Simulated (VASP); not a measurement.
Write the native input for VASP 6.6.1 that does the following.

| Property | Result |
| --- | --- |
| Task | single point |
| Functional | PBEsol |
| Potentials or basis | VASP PAW PBE potentials, release 64 (C, N) |
| Cutoff | 520 eV |
| k mesh | 2 × 2 × 1 |
| Occupations | fermi-dirac, width 0.02 eV |
| Spin | collinear spin, typed start |
| Starting moments | [0.0, 0.0, 0.0, 0.0, 0.0, 0.0, 0.0, 0.0, 0.0, 0.0, 0.0, 0.0, 0.0, 0.0, 0.0, 0.0, 0.0, 0.0, 0.27] μB |
| Dipole correction | no |
| Further INCAR settings | LREAL = Auto; ALGO = Normal; EDIFF = 1e-06; NBANDS = 58 |

The structure of C18N lies in POSCAR:

```
C18N
1.0
    7.3980000000      0.0000000000      0.0000000000
   -3.6990000000      6.4068560000      0.0000000000
    0.0000000000      0.0000000000     12.0000000000
C N
18 1
Direct
   -0.0138792958     -0.0080210949      0.1039053333
    0.2240320116      0.1101935177      0.1132200000
   -0.0039364702      0.3295928611      0.0806272500
    0.2203182311      0.4413309742      0.0831635000
   -0.0038436598      0.6632761841      0.0816991667
    0.2204175156      0.7754257314      0.0826411667
    0.3324647371     -0.0052381386      0.0870221667
    0.5514465323      0.1074424023      0.0766131667
    0.3325255546      0.3341957428      0.0882346667
    0.5516170330      0.4405995702      0.0786482500
    0.3319273954      0.6641040473      0.0787165833
    0.5517060108      0.7740551684      0.0755412500
    0.6628860521     -0.0027634459      0.0727655000
    0.8822212357      0.1101075161      0.0786290000
    0.6642812372      0.3303881030      0.0784980000
    0.8844128401      0.4405983215      0.0784243333
    0.6630626090      0.6622220009      0.0749640833
    0.8823859154      0.7690002710      0.0806763333
    1.0884750813      1.0449120442      0.2110099167
```

The cell was built by a generator and needn't be a form met in nature.

The input as run:

INCAR

```
PREC = Accurate
ENCUT = 520
EDIFF = 1E-6
ISMEAR = -1
SIGMA = 0.02
LREAL = Auto
LASPH = True
NELM = 150
ALGO = Normal
ISIF = 2
LWAVE = False
LCHARG = False
ISPIN = 2
MAGMOM = 0 0 0 0 0 0 0 0 0 0 0 0 0 0 0 0 0 0 0.27
LORBIT = 11
GGA = PS
NBANDS = 58
```

KPOINTS

```
Automatic mesh
0
Gamma
  2 2 1
```

Potentials or basis: VASP PAW PBE potentials, release 64 (C, N).

Command:

```bash
$ cat potpaw_PBE.64/C/POTCAR potpaw_PBE.64/N/POTCAR > POTCAR
$ mpirun -np 1 vasp_std > vasp.out
```

Results of the run:

```json
{"Largest force": "0.532 eV/Å", "Band gap on the k mesh": "none (metal or under the smearing width)", "Net moment": "0.50 μB per cell", "Site moments": "C -0.00, -0.01, +0.00, +0.01; N +0.35 μB", "Valence electrons inside the program's atomic spheres": "C 2.63, 2.60, 2.64, 2.65; N 3.67"}
```

Caveat: the k mesh is coarse (spacing up to 0.49 Å⁻¹), so the values aren't converged; the PAW data sets were made with another functional, which shifts forces and pressure a little.

It took 7.4 min on 1 thread of Intel(R) Xeon(R) Platinum 8488C (Sapphire Rapids), on a shared host, peak memory 0.85 GiB.
